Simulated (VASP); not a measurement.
Hf2ZrGe2, 10 atoms in the cell. It takes space group Cmmm (No. 65, orthorhombic). Conventional cell: a = 10.010 Å, b = 10.010 Å, c = 3.680 Å, α = 90.00°, β = 90.00°, γ = 90.00°. Zr (site symmetry 2mm) has 6 Ge at 2.68 to 2.87 Å as nearest neighbours. Around Hf (site symmetry 2/m) lie 4 Ge at 2.80 Å and 4 Hf at 3.18 Å and 4 Zr at 3.18 Å. Hf (site symmetry m2m) has 6 Ge at 2.68 to 2.87 Å as nearest neighbours. Ge (site symmetry 2mm) is surrounded by 1 Ge at 2.50 Å and 2 Zr at 2.68 Å and 6 Hf at 2.80 to 2.87 Å. Around Ge (site symmetry m2m) lie 1 Ge at 2.50 Å and 4 Hf at 2.68 to 2.80 Å and 4 Zr at 2.87 Å. The cell was built by a generator and needn't be a form met in nature.

```yaml
Program: VASP 6.6.1
Task: relaxation of cell and atoms
Functional: PBE
Potentials_or_basis: VASP PAW PBE potentials, release 64 (Zr_sv, Hf_pv, Ge_d)
Cutoff: 520 eV
k_mesh: 3 × 3 × 5
Occupations: gaussian, width 0.15 eV
Spin: no spin polarisation
Further_INCAR_settings: PREC = Normal; LREAL = Auto; ALGO = Fast; EDIFF = 0.0001; IBRION = 2; EDIFFG = -0.08; NSW = 24; ISIF = 3
```

Potentials or basis: VASP PAW PBE potentials, release 64 (Zr_sv, Hf_pv, Ge_d).

Launch:

```console
$ cat potpaw_PBE.64/Zr_sv/POTCAR potpaw_PBE.64/Hf_pv/POTCAR potpaw_PBE.64/Ge_d/POTCAR > POTCAR
$ mpirun -np 1 vasp_std > vasp.out
```

Hardware: 1 thread of Intel(R) Xeon(R) Platinum 8488C (Sapphire Rapids), on a shared host.

Estimate the wall time of this run.

Wall time 8.6 min on 1 thread of Intel(R) Xeon(R) Platinum 8488C (Sapphire Rapids), with other jobs on the host, peak memory 0.26 GiB. Counts: scf iterations 109, k points 12, ion steps 10.
